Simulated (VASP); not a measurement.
VASP input:

**INCAR**
```
SYSTEM=Mg2Si
PREC=Accurate; ENCUT=480; LREAL=.FALSE.
LASPH=.TRUE.
EDIFF=1E-7; NELM=100; ALGO=Normal
ISMEAR=0; SIGMA=0.05
GGA=PE
IBRION=2; NSW=40; ISIF=3
EDIFFG=-0.01; PSTRESS=20
LWAVE=.FALSE.; LCHARG=.FALSE.
```

File POSCAR:
```
Mg2Si
1
    0.0000000000     3.1799738354     3.1799738354
    3.1799738354     0.0000000000     3.1799738354
    3.1799738354     3.1799738354    -0.0000000000
Mg Si
2 1
Direct
  0.2500000000   0.2500000000   0.2500000000
  0.7500000000   0.7500000000   0.7500000000
  1.0000000000   1.0000000000   0.0000000000
```

### KPOINTS
```
Automatic mesh
0
Gamma
6 6 6
0 0 0
```

POTCAR, in this order: Mg Si (PBE.64 set). Program: vasp_std.

Task: Translate this PBE calculation to Quantum ESPRESSO's pw.x.

Result: One equivalent input (not run):
```
&CONTROL
  calculation = 'vc-relax'
  pseudo_dir = './pseudo'
  outdir = './out'
  tprnfor = .true.
  tstress = .true.
  nstep = 40
  forc_conv_thr = 0.00039
/
&SYSTEM
  ibrav = 0
  nat = 3
  ntyp = 2
  ecutwfc = 84
  occupations = 'smearing'
  smearing = 'gaussian'
  degauss = 0.003675
  input_dft = 'pbe'
/
&ELECTRONS
  conv_thr = 7.3e-09
  electron_maxstep = 100
/
&IONS
/
&CELL
  press = 20
/
ATOMIC_SPECIES
  Mg 24.305 Mg.upf
  Si 28.085 Si.upf
CELL_PARAMETERS angstrom
     0.0000000    3.1799738    3.1799738
     3.1799738    0.0000000    3.1799738
     3.1799738    3.1799738   -0.0000000
ATOMIC_POSITIONS crystal
  Mg   0.2500000  0.2500000  0.2500000
  Mg   0.7500000  0.7500000  0.7500000
  Si   1.0000000  1.0000000  0.0000000
K_POINTS automatic
  6 6 6 0 0 0
```
What does not carry over: the potentials are each code's own (VASP's PAW set, PseudoDojo norm-conserving files in pw.x), so ENCUT and ecutwfc are chosen apart and not converted; conv_thr bounds pw.x's estimated SCF error, while EDIFF bounds the energy change between steps; forc_conv_thr acts on force components and is met together with etot_conv_thr.

The compound is Mg2Si in the antifluorite structure. This run relaxes it under an external pressure of 2 GPa. Symmetry was kept, so distortions that lower it aren't found.
